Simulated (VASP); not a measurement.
## HfO₂ (relaxed from the tetragonal-ZrO2 structure, space group P4_2/nmc): computed properties

Computed with r2SCAN meta-GGA, VASP's PBE PAW potentials (set 64) (plane waves; VASP).

```
Quantity                                                                                 Result
---------------------------------------------  ------------------------------------------------
space group                                                                      P4_2/nmc (137)
cell                                           a = b = 3.561 Å, c = 5.171 Å, α = β = γ = 90.00°
volume per atom                                                                   10.93 Å³/atom
band gap (over mesh and band path)                                                      5.29 eV
smallest direct gap (over mesh and band path)                                           5.37 eV
band-edge character                                                            indirect, Z to Γ
density                                                                             10.66 g/cm³
mean ε∞ (independent particles)                                                            4.67
```

```cif
data_Hf2O4
_chemical_formula_sum 'Hf2 O4'
_space_group_name_H-M_alt 'P42/nmc :1'
_space_group_IT_number 137
_space_group_name_Hall 'P 4n 2n -1n'
_cell_length_a 3.56125
_cell_length_b 3.56125
_cell_length_c 5.17077
_cell_angle_alpha 90.000
_cell_angle_beta 90.000
_cell_angle_gamma 90.000
loop_
_space_group_symop_operation_xyz
  'x, y, z'
  '-y+1/2, x+1/2, z+1/2'
  '-x, -y, z'
  'y+1/2, -x+1/2, z+1/2'
  'x+1/2, -y+1/2, -z+1/2'
  '-y, -x, -z'
  '-x+1/2, y+1/2, -z+1/2'
  'y, x, -z'
  '-x+1/2, -y+1/2, -z+1/2'
  'y, -x, -z'
  'x+1/2, y+1/2, -z+1/2'
  '-y, x, -z'
  '-x, y, z'
  'y+1/2, x+1/2, z+1/2'
  'x, -y, z'
  '-y+1/2, -x+1/2, z+1/2'
loop_
_atom_site_label
_atom_site_type_symbol
_atom_site_symmetry_multiplicity
_atom_site_Wyckoff_symbol
_atom_site_fract_x
_atom_site_fract_y
_atom_site_fract_z
_atom_site_occupancy
Hf1 Hf 2 a 0.00000 0.00000 0.00000 1
O1 O 4 d 0.00000 0.50000 0.19706 1
```

Unless said otherwise, spin-orbit coupling is left out, though it shifts the bands of the heavy elements here.

The structure was generated: HfO2 was put into the tetragonal-ZrO2 type (P4_2/nmc), which need not be its known phase. It was relaxed first. Symmetry was kept, so distortions that lower it aren't found.
